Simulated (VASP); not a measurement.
CdSe (space group Fm-3m): the formation energy from VASP (plane waves, PAW) at several levels of theory. The references are the elements' solids at the same level; no temperature or zero-point terms are added.

```csv
level,formation energy (eV/atom)
LDA,-0.461
r2SCAN,-0.648
```

The cell of the LDA run:

Space group Fm-3m (No. 225); a = b = c = 5.5675 Å, α = β = γ = 90.00°

| atom | site | symmetry | x | y | z |
|---|---|---|---|---|---|
| Cd | 4a | m-3m | 0.0000 | 0.0000 | 0.0000 |
| Se | 4b | m-3m | 0.5000 | 0.5000 | 0.5000 |
(The calculation used a cell of 2 atoms; values per cell refer to that cell.)

Only levels that ran to the end are used. Left out are those held back, those with too coarse a band path, GW runs whose mesh misses a band edge, hybrids' fits of cells that aren't cubic and levels without matching references; a question may draw on a part of the rest.
